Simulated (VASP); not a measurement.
An input for Quantum ESPRESSO's pw.x (written as the equivalent of a VASP run, and not itself run):

```
&CONTROL
  calculation = 'scf'
  pseudo_dir = './pseudo'
  outdir = './out'
  tprnfor = .true.
  tstress = .false.
/
&SYSTEM
  ibrav = 0
  nat = 3
  ntyp = 2
  ecutwfc = 84
  occupations = 'smearing'
  smearing = 'fermi-dirac'
  degauss = 0.009996
  input_dft = 'hse'
  nqx1 = 6
  nqx2 = 6
  nqx3 = 1
  screening_parameter = 0.1058
/
&ELECTRONS
  conv_thr = 7.3e-08
  electron_maxstep = 100
/
ATOMIC_SPECIES
  Pt 195.084 Pt.upf
  S 32.060 S.upf
CELL_PARAMETERS angstrom
     3.4034850    0.0000000    0.0000000
    -1.7017430    2.9475040    0.0000000
     0.0000000    0.0000000   16.7926240
ATOMIC_POSITIONS crystal
  Pt   0.0000000  0.0000000  0.5000000
  S    0.3333330  0.6666670  0.5831500
  S    0.6666670  0.3333330  0.4168500
K_POINTS automatic
  6 6 1 1 1 0
```

Question: Write the VASP files for the same calculation (HSE06).

Answer: One answer among several that fit: 
### KPOINTS
```
Automatic
0
gamma
6 6 1
0.5 0.5 0
```

POSCAR:
```
PtS2
3.4034850
  1.0000000000   0.0000000000   0.0000000000
 -0.5000001469   0.8660252653   0.0000000000
  0.0000000000   0.0000000000   4.9339497603
Pt S
1 2
Direct
  0.0000000000   0.0000000000   0.5000000000
  0.3333330000   0.6666670000   0.5831500000
  0.6666670000   0.3333330000   0.4168500000
```

**INCAR**
```
# general
SYSTEM   = PtS2
PREC     = Accurate
ENCUT    = 300   # plane-wave cut-off (eV)
LREAL    = F
LASPH    = T
ISYM     = 3

# electronic loop
EDIFF    = 1E-6   # SCF stop (eV)
NELM     = 100   # most electronic steps
ALGO     = Normal   # blocked Davidson
LMAXMIX  = 6   # l cut-off of mixed one-centre charges

# smearing
ISMEAR   = -1   # Fermi-Dirac
SIGMA    = 0.136   # width (eV)

# functional
GGA      = PE
LHFCALC  = T
AEXX     = 0.25
HFSCREEN = 0.2   # 1/Angstrom
PRECFOCK = Fast

# ions
ISIF     = 2   # forces and stress, cell fixed

# output
LWAVE    = F
LCHARG   = F
```

POTCAR, in this order: Pt S (PBE.64 set). Program: vasp_std.

Limits of the translation: the potentials are each code's own (VASP's PAW set, PseudoDojo norm-conserving files in pw.x), so ENCUT and ecutwfc are chosen apart and not converted; conv_thr bounds pw.x's estimated SCF error, while EDIFF bounds the energy change between steps.

The cell is a sheet with vacuum, built from a generated structure.
